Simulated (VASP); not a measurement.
BiB, 2 atoms in the cell. Symmetry: F-43m, No. 216, cubic system. Conventional cell: a = 5.490 Å, b = 5.490 Å, c = 5.490 Å, α = 90.00°, β = 90.00°, γ = 90.00°. Around B (site symmetry -43m) lie 4 Bi at 2.38 Å. Bi (site symmetry -43m) is surrounded by 4 B at 2.38 Å. The cell was built by a generator and needn't be a form met in nature.

| Quantity | Value |
| --- | --- |
| Program | VASP 6.6.1 |
| Task | single point |
| Functional | PBE |
| Potentials or basis | VASP PAW PBE potentials, release 64 (B, Bi_d) |
| Cutoff | 520 eV |
| k mesh | 8 × 8 × 8 |
| Occupations | fermi-dirac, width 0.02 eV |
| Spin | no spin polarisation |
| Dipole correction | no |
| Further INCAR settings | ALGO = Fast; EDIFF = 1e-06; NBANDS = 16 |

Potentials or basis: VASP PAW PBE potentials, release 64 (B, Bi_d).

Run with:

```console
$ cat potpaw_PBE.64/B/POTCAR potpaw_PBE.64/Bi_d/POTCAR > POTCAR
$ mpirun -np 1 vasp_std > vasp.out
```

Hardware: 1 thread of Intel(R) Xeon(R) Platinum 8488C (Sapphire Rapids), on a shared host.

**Question.** How long does it take, and how much memory?

**Answer.** It took 25 s on 1 thread of Intel(R) Xeon(R) Platinum 8488C (Sapphire Rapids), with other jobs on the host, peak memory 0.16 GiB. Counts: scf iterations 14, k points 29.
